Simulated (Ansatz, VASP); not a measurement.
**TiNCl in two plane-wave programs**

Wanted: the spread between two codes on one cell, functional and k mesh. The structure shown is the start of the Ansatz relaxation below; VASP solves that cell, so the two are compared at the walk's first step.

Calculated with Ansatz 0.2.0; plane waves, with VASP 6.6.1 beside it; single point at PBEsol with D3(BJ).

**1. The structure**

The cell holds 6 atoms: 2 Cl, 2 Ti and 2 N. Its edges and angles: a = 3.258 Å, b = 3.937 Å, c = 37.500 Å, α = 90.0°, β = 90.0°, γ = 90.0°. It derives from TiNCl. Vacuum lies along c.

**2. Ansatz: relaxation, PBEsol with D3(BJ)**

Ansatz runs on its PAW soft_1 files.

The two programs are compared at the cell with which this relaxation starts, whose forces are those of its first step.

Contents of input.yaml:

```yaml
crystal:
  lattice:
    - [3.258, 0.0, 0.0]
    - [0.0, 3.937, 0.0]
    - [0.0, 0.0, 37.5]
  atoms:
    - { symbol: Cl, position: [0.0, 0.0, 0.4313335955] }
    - { symbol: Ti, position: [0.5, 0.0, 0.4791919992] }
    - { symbol: "N", position: [0.5, 0.5, 0.4895959996] }
    - { symbol: "N", position: [0.0, 0.0, 0.5104040004] }
    - { symbol: Ti, position: [0.0, 0.5, 0.5208080008] }
    - { symbol: Cl, position: [0.5, 0.5, 0.5686664045] }
  periodic: [true, true, false]
kpoints:
  mp_grid: { grid: [8, 6, 1] }
hamiltonian:
  xc: pbesol
  dispersion: d3bj
  pseudopotentials: { kind: paw, azcp: { folder: soft_1 }, xc_functional: pbe }
scf:
  occupations: { method: fermi_dirac, width: 0.02 }
relax:
  f_tol: 0.01
  max_steps: 100
  cell: {}
```

Launch:

```sh
$ ansatz run input.yaml --threads 4 --pin off --max-ram 17510MiB --backend cpu --events-out ev --progress --plain --runs-dir out
```

Numbers of over 12 decimals in the logs are rounded to 6 here.

The program printed:

```text
Engine: ansatz 0.2.0, aarch64-unknown-linux-gnu
Pseudopotentials: kind: paw
Pseudopotential: Cl, paw, valence charge 7, recommended cutoff 420 eV (normal), soft_1/Cl.paw.azcp
Pseudopotential: Ti, paw, valence charge 12, recommended cutoff 420 eV (normal), soft_1/Ti.paw.azcp
Pseudopotential: N, paw, valence charge 5, recommended cutoff 420 eV (normal), soft_1/N.paw.azcp
Functional definition: PBEsol
  exchange = pbesol_x
  correlation = pbesol_c
Crystal: 6 atoms, lattice volume = 481.003 Å³
Basis set: ecut = 420 eV, 9495 PW (Γ), exchange–correlation on 48×54×512 points (8 copies of the dense FFT grid, shifted against one another)
Bands: 30, of which v1, the nominal top of the filled ones, is band 24 counted from 1 (23 counted from 0)
Symmetry: 8 space group operations
Space group: Pmmn (ITA 59), of the structure as read, at distance tolerance 7.8e-5 Å
k-points: 20 of 48
Non-local potential: Cl, projectors of the file, l = 0: 2, l = 1: 2, l = 2: 1
Non-local potential: Ti, projectors of the file, l = 0: 3, l = 1: 2, l = 2: 3, l = 3: 1
Non-local potential: N, projectors of the file, l = 0: 2, l = 1: 2, l = 2: 1
PAW form: soft (Blöchl's): semilocal exchange-correlation on the pseudo side does not see the compensation charge
PAW frozen core: Cl, regenerated for the run's functional, and the local potential with it (the file was generated under x = pbe(κ = 0.804, μ = 0.219515), c = pbe(β = 0.066725))
PAW frozen core: Ti, regenerated for the run's functional, and the local potential with it (the file was generated under x = pbe(κ = 0.804, μ = 0.219515), c = pbe(β = 0.066725))
PAW frozen core: N, regenerated for the run's functional, and the local potential with it (the file was generated under x = pbe(κ = 0.804, μ = 0.219515), c = pbe(β = 0.066725))
PAW one-centre angular grid: Cl, 110 points (default); XC on 64 Gauss nodes
PAW one-centre angular grid: Ti, 590 points (default); XC on 64 Gauss nodes
PAW one-centre angular grid: N, 110 points (default); XC on 64 Gauss nodes
Initial density: superposition of atomic densities (neutral atoms: chi_scale 0, normalization atom)
Initial wavefunctions: pseudopotential atomic-orbital guess
Functional: x = pbesol(κ = 0.804, μ = 0.123457), c = pbesol(β = 0.046)
SCF iter   1: F=—  HF=-7844.665241 eV  |F-HF|=—  |Δ(HF+E_count)|=         —  Δρ=7.06e-2  dr2=3.17e1  ethr=3.10e-3  ⟨swp⟩=11.8  Hψ=4221  notcnv=0
preconditioner: auto → Resta (q_TF=auto, 1.858 Å⁻¹)  ε∞=2.0  [insulator: Δε(μ)=2.157 eV  Ē_g=9.608 eV  σ=0.020 eV  W_gap=1.00  n_scr=44 (ndim 8)  ℏωp=9.6 eV  f_vac=0.774  D(μ)=0.00/eV (n_scr^D=0)  ε∞_Penn≈2.0  vacuum switching on, ρ_ref=6.7e-3 e/Å³]
SCF iter   2: F=—  HF=-7842.308142 eV  |F-HF|=—  |Δ(HF+E_count)|=    2.36e0  Δρ=8.34e-2  dr2=3.74e1  ethr=3.10e-3  ⟨swp⟩=5.5  Hψ=1909  notcnv=0  defer=36
preconditioner: auto → LDOS  [insulator: Δε(μ)=0.131 eV  Ē_g=7.164 eV  σ=0.020 eV  W_gap=0.92  n_scr=44 (ndim 8)  ℏωp=9.6 eV  f_vac=0.775  D(μ)=0.41/eV (n_scr^D=4)  ε∞_Penn≈2.8  β→1.0]
SCF iter   3: F=—  HF=-7837.409994 eV  |F-HF|=—  |Δ(HF+E_count)|=    4.90e0  Δρ=1.29e-2  dr2=9.21e-1  ethr=3.10e-3  ⟨swp⟩=5.0  Hψ=1879  notcnv=0  defer=13
SCF iter   4: F=—  HF=-7837.260317 eV  |F-HF|=—  |Δ(HF+E_count)|=   1.50e-1  Δρ=4.02e-3  dr2=2.27e-1  ethr=1.92e-3  ⟨swp⟩=4.1  Hψ=1374  notcnv=0  defer=28
SCF iter   5: F=—  HF=-7837.259779 eV  |F-HF|=—  |Δ(HF+E_count)|=   5.38e-4  Δρ=4.52e-3  dr2=2.10e-1  ethr=4.73e-4  ⟨swp⟩=4.4  Hψ=1402  notcnv=0  defer=28
SCF iter   6: F=—  HF=-7837.228335 eV  |F-HF|=—  |Δ(HF+E_count)|=   3.14e-2  Δρ=2.67e-3  dr2=6.20e-2  ethr=4.38e-4  ⟨swp⟩=2.1  Hψ=852  notcnv=0  defer=30
SCF iter   7: F=—  HF=-7837.219619 eV  |F-HF|=—  |Δ(HF+E_count)|=   8.72e-3  Δρ=7.84e-4  dr2=4.36e-3  ethr=1.29e-4  ⟨swp⟩=3.0  Hψ=977  notcnv=0  defer=30
SCF iter   8: F=—  HF=-7837.218817 eV  |F-HF|=—  |Δ(HF+E_count)|=   8.02e-4  Δρ=2.88e-4  dr2=6.69e-4  ethr=9.09e-6  ⟨swp⟩=3.5  Hψ=1219  notcnv=0  defer=30
SCF iter   9: F=—  HF=-7837.218722 eV  |F-HF|=—  |Δ(HF+E_count)|=   9.45e-5  Δρ=3.34e-5  dr2=5.72e-6  ethr=1.39e-6  ⟨swp⟩=3.0  Hψ=1092  notcnv=0  defer=30
SCF iter  10: F=—  HF=-7837.218680 eV  |F-HF|=—  |Δ(HF+E_count)|=   4.19e-5  Δρ=1.52e-5  dr2=1.12e-6  ethr=1.19e-8  ⟨swp⟩=3.4  Hψ=1359  notcnv=0  defer=30
SCF iter  11: F=—  HF=-7837.218680 eV  |F-HF|=—  |Δ(HF+E_count)|=   1.41e-7  Δρ=7.11e-6  dr2=3.54e-7  ethr=2.33e-9  ⟨swp⟩=3.6  Hψ=1357  notcnv=0  defer=30
SCF iter  12: F=-7837.218680 eV  HF=-7837.218680 eV  |F-HF|=2.06e-8  |Δ(HF+E_count)|=   5.01e-8  Δρ=1.73e-6  dr2=2.77e-8  ethr=2.08e-10  ⟨swp⟩=5.4  Hψ=2978  notcnv=0
SCF 1 converged in 12 iterations: F = -7837.218680 eV  dr2 = 2.77e-8
  greatest PAW one-centre occupation: 0.998 electrons in one spin orbital (limit 2), on the Ti atom at site 4 (counted from 0), in its partial waves of l = 0
[...]
SCF iter   2: F=—  HF=-7837.263258 eV  |F-HF|=—  |Δ(HF+E_count)|=   6.48e-4  Δρ=5.18e-4  dr2=1.54e-3  ethr=8.64e-6  ⟨swp⟩=2.5  Hψ=1049  notcnv=0
SCF iter   3: F=—  HF=-7837.263029 eV  |F-HF|=—  |Δ(HF+E_count)|=   2.29e-4  Δρ=2.45e-4  dr2=2.55e-4  ethr=3.20e-6  ⟨swp⟩=3.0  Hψ=1204  notcnv=0
SCF iter   4: F=—  HF=-7837.262979 eV  |F-HF|=—  |Δ(HF+E_count)|=   5.07e-5  Δρ=9.93e-5  dr2=4.33e-5  ethr=5.31e-7  ⟨swp⟩=2.7  Hψ=984  notcnv=0
SCF iter   5: F=—  HF=-7837.262976 eV  |F-HF|=—  |Δ(HF+E_count)|=   3.08e-6  Δρ=3.52e-5  dr2=3.00e-6  ethr=9.01e-8  ⟨swp⟩=3.3  Hψ=1258  notcnv=0
SCF iter   6: F=-7837.262976 eV  HF=-7837.262976 eV  |F-HF|=5.24e-9  |Δ(HF+E_count)|=   8.65e-7  Δρ=6.25e-6  dr2=1.63e-7  ethr=1.25e-9  ⟨swp⟩=7.0  Hψ=2914  notcnv=0
SCF 3 converged in 6 iterations: F = -7837.262976 eV  dr2 = 1.63e-7
relax step   3: F+E_penalty+E_count = -7837.26297646 eV  Δ(F+E_penalty+E_count) = -4.177e-3 eV  max|allowed force component| = 3.113e-2 eV/Å  Δτ_max = 0.0119 Å  P = +0.057 N/m  Ω = 470.386 Å³  energy of the carried Pulay correction = +1.676e-3 eV  fix = [c, alpha, beta]  reactions: c +0.000 N/m  (6 SCF iters, dr2 threshold 6.00e-7 eV, accepted)
[...]
relax step   4: F+E_penalty+E_count = -7837.26332322 eV  Δ(F+E_penalty+E_count) = -3.468e-4 eV  max|allowed force component| = 8.119e-3 eV/Å  Δτ_max = 0.0051 Å  P = +0.062 N/m  Ω = 470.072 Å³  energy of the carried Pulay correction = +1.726e-3 eV  fix = [c, alpha, beta]  reactions: c +0.000 N/m  (6 SCF iters, dr2 threshold 6.06e-8 eV, accepted)
[...]
relax step   5: F+E_penalty+E_count = -7837.26331575 eV  Δ(F+E_penalty+E_count) = +7.473e-6 eV  max|allowed force component| = 7.981e-4 eV/Å  Δτ_max = 0.0006 Å  P = -0.001 N/m  Ω = 470.214 Å³  energy of the carried Pulay correction = +1.704e-3 eV  fix = [c, alpha, beta]  reactions: c -0.000 N/m  (6 SCF iters, dr2 threshold 4.54e-9 eV, accepted)
[...]
relax step   6: F+E_penalty+E_count = -7837.26178374 eV  Δ(F+E_penalty+E_count) = +1.532e-3 eV  max|allowed force component| = 1.220e-3 eV/Å  Δτ_max = 0.0000 Å  P = -0.024 N/m  Ω = 470.214 Å³  fix = [c, alpha, beta]  reactions: c -0.000 N/m  stress off target by 2.43e-2 N/m on what of the cell is left free  SCF on the basis re-selected at this cell (its energy is not comparable with the rows above)  (7 SCF iters)
basis re-selected at this cell: Δ(F+E_penalty+E_count) = +1.532e-3 eV, ΔP = -0.023 N/m vs the last step (what re-selecting the basis moved, of the pressure what is left beyond the Pulay correction that the steps carried, after the strain that the cell walked since its last selection, with what the two solves' SCF thresholds leave and, on support functions, any second-order correction that the steps lacked; it is no m [...]
SCF converged after 7 iterations
Free energy (F): -7837.261784 eV
Harris-Foulkes:  -7837.261784 eV  (|F-HF|=8.64e-11)
Internal energy: -7837.261784 eV  (E = F + TS)
E sigma→0 (E₀):  -7837.261784 eV
Entropy (-TS):   -0.000000 eV (-0.000 meV/atom)
Fermi energy:    -6.095532 eV
--- Per-component energies (eV) ---
  E_band       = -1125.089923
  E_kinetic    = 1121.966226
  E_local      = -129033.547797  (includes V_loc(G=0)·N_el)
  E_nonlocal   = 253.762714
  E_hartree    = 63797.840000
  E_xc         = -562.515382
  E_vxc        = -673.865455  (∫ρ·V_xc dr)
  E_paw        = -3561.041438  (= ΣΔE_a)
  E_vpaw       = -389.086951  (= ΣTr[D̂ρ^β])
  E_aug_tail   = 0.001864  (compensation charges beyond the density's cutoff)
  E_ewald      = 60146.871230
  E_disp       = -1.091032  (pairwise vdW)
  E_core_change = 0.491831  (= ΣΔE_core)
  E_smearing   = -0.000000  (= −TS)
  E_closure    = -0.000000  (closes the sum)
  Σ components = -7837.261784   (vs F -7837.261784, Δ=0.00e0)
--- Forces (eV/Å), atoms counted from 1 ---
  atom   1  Cl     0.00000000     0.00000000    -0.00055631
  atom   2  Ti     0.00000000     0.00000000     0.00122013
  atom   3  N      0.00000000     0.00000000     0.00016555
  atom   4  N      0.00000000     0.00000000    -0.00016555
  atom   5  Ti     0.00000000     0.00000000    -0.00122013
  atom   6  Cl     0.00000000     0.00000000     0.00055631
  max |Σ_I F_I| component: 0.00e0 eV/Å
--- 2D stress c σ (N/m, compression-positive) ---
       -0.024011       0.000000      -0.000000
        0.000000      -0.024333      -0.000000
       -0.000000      -0.000000      -0.000000
  P = ½ c Tr σ = -0.0242 N/m
--- Relaxed structure (5 steps of the walk, 5 accepted, 1 SCFs on fresh bases) ---
  F+E_penalty+E_count = -7837.26178374 eV   max|allowed force component| = 1.220e-3 eV/Å   (the final SCF, on the basis selected at the relaxed cell)
  cell:  # Å, volume = 470.2143 Å³
    - [3.213297, 0, 0]
    - [0, 3.902237, 0]
    - [0, 0, 37.5]
  atoms:
    - { symbol: Cl, position: [0, -1.3848234939586448e-19, 0.431072] }
    - { symbol: Ti, position: [0.5, 2.1333059308407404e-19, 0.479595] }
    - { symbol: N, position: [0.5, 0.5, 0.489629] }
    - { symbol: N, position: [0, 0, 0.510371] }
    - { symbol: Ti, position: [0, 0.5, 0.520405] }
    - { symbol: Cl, position: [0.5, 0.5, 0.568928] }
```

**3. VASP: single point, PBEsol with D3(BJ), start cell**

The same cell, functional, mesh and smearing now go to VASP, with its own data sets.

Lines of VASP's logs that name or quote its potential files are left out, and so is its time.

Contents of INCAR:

```
SYSTEM = TiNCl
PREC = Accurate
ENCUT = 520
EDIFF = 1E-06
NELM = 120
ISMEAR = -1
SIGMA = 0.02
LREAL = .FALSE.
ALGO = Normal
GGA = PS
IVDW = 12
NBANDS = 30
LASPH = .TRUE.
LORBIT = 11
LWAVE = .FALSE.
LCHARG = .FALSE.
ISIF = 2
LDIPOL = .TRUE.
IDIPOL = 3
DIPOL = 0.5 0.5 0.5
LVHAR = .TRUE.
GGA_COMPAT = .FALSE.
EFERMI = MIDGAP
NELMDL = -8
KPAR = 2
```

Contents of POSCAR:

```
TiNCl
1.0
    3.2580000000      0.0000000000      0.0000000000
    0.0000000000      3.9370000000      0.0000000000
    0.0000000000      0.0000000000     37.5000000000
Cl Ti N
2 2 2
Direct
    0.0000000000      0.0000000000      0.4313336000
    0.5000000000      0.5000000000      0.5686664000
    0.5000000000      0.0000000000      0.4791920000
    0.0000000000      0.5000000000      0.5208080000
    0.5000000000      0.5000000000      0.4895960000
    0.0000000000      0.0000000000      0.5104040000
```

Contents of KPOINTS:

```
Automatic mesh
0
Gamma
8 6 1
0 0 0
```

The projector-augmented-wave data sets are Cl, Ti_sv and N (PBE family, release 64).

Launch:

```sh
$ mpirun -np 2 vasp_std
```

The program printed:

```text
[banner, memory and clock lines left out]
running    2 mpi-ranks, on    1 nodes
 distrk:  each k-point on    1 cores,    2 groups
 distr:  one band on    1 cores,    1 groups

 POSCAR found type information on POSCAR ClTiN
 POSCAR found :  3 types and       6 ions
|                                                                             |
|               ----> ADVICE to this user running VASP <----                  |
|                                                                             |
|     You enforced a specific xc type in the INCAR file but a different       |
|     [... a line on the potential file left out ...]
|     I HOPE YOU KNOW WHAT YOU ARE DOING!                                     |
|                                                                             |

 LDA part: xc-table for (Slater+PW92), standard interpolation
 POSCAR, INCAR and KPOINTS ok, starting setup
 FFT: planning ... GRIDC
 FFT: planning ... GRID_SOFT
 FFT: planning ... GRID
 WAVECAR not read
 entering main loop
       N       E                     dE             d eps       ncg     rms          rms(c)
DAV:   1     0.494684132331E+03    0.49468E+03   -0.21406E+04  1520   0.126E+03
DAV:   2     0.322813620189E+02   -0.46240E+03   -0.45093E+03  1682   0.338E+02
DAV:   3    -0.542616143617E+02   -0.86543E+02   -0.85539E+02  1846   0.144E+02
DAV:   4    -0.609536076514E+02   -0.66920E+01   -0.66736E+01  1736   0.412E+01
DAV:   5    -0.614653519429E+02   -0.51174E+00   -0.51169E+00  1756   0.849E+00
DAV:   6    -0.614753253935E+02   -0.99735E-02   -0.99734E-02  1730   0.157E+00
DAV:   7    -0.614756130522E+02   -0.28766E-03   -0.28766E-03  1732   0.251E-01
DAV:   8    -0.614756195247E+02   -0.64726E-05   -0.64722E-05  1840   0.405E-02    0.285E+01
DAV:   9    -0.491049356225E+02    0.12371E+02   -0.10072E+02  1536   0.776E+01    0.128E+01
DAV:  10    -0.481534701210E+02    0.95147E+00   -0.24240E+01  1560   0.373E+01    0.869E+00
DAV:  11    -0.479715806804E+02    0.18189E+00   -0.78439E+00  1542   0.230E+01    0.535E+00
DAV:  12    -0.476251896927E+02    0.34639E+00   -0.16886E+00  1534   0.107E+01    0.123E+00
DAV:  13    -0.476267990075E+02   -0.16093E-02   -0.80950E-02  1536   0.249E+00    0.514E-01
DAV:  14    -0.476265430831E+02    0.25592E-03   -0.91120E-03  1388   0.819E-01    0.253E-01
[...]
DAV:  22    -0.476267124932E+02   -0.55365E-04   -0.17963E-06   916   0.812E-03    0.433E-03
DAV:  23    -0.476267531392E+02   -0.40646E-04   -0.14310E-06   888   0.869E-03    0.219E-03
DAV:  24    -0.476267594705E+02   -0.63313E-05   -0.24655E-07   600   0.303E-03    0.109E-03
DAV:  25    -0.476267777143E+02   -0.18244E-04   -0.37022E-07   676   0.393E-03    0.108E-03
DAV:  26    -0.476267820065E+02   -0.42922E-05   -0.11530E-07   600   0.253E-03    0.654E-04
DAV:  27    -0.476267840472E+02   -0.20407E-05   -0.38844E-08   600   0.103E-03    0.243E-04
DAV:  28    -0.476267866490E+02   -0.26018E-05   -0.53440E-08   600   0.752E-04    0.246E-04
DAV:  29    -0.476267871658E+02   -0.51673E-06   -0.12139E-08   600   0.505E-04
   1 F= -.48693028E+02 E0= -.48693028E+02  d E =-.261813E-07
```

(Continued in part 2 of 2.)

[Lines on the potential files, build, host, timing and source positions are cut from VASP's logs without a mark.]

[Logs are printed without paths, hosts, clocks, repeated set-up lines and the standing remarks that a program may print on its own settings, such as how far it seeks lower states.]

[Hosts, paths, dates, database ids (printed as entryN), source tags and the programs' standing remarks are cut or masked in the printed files.]
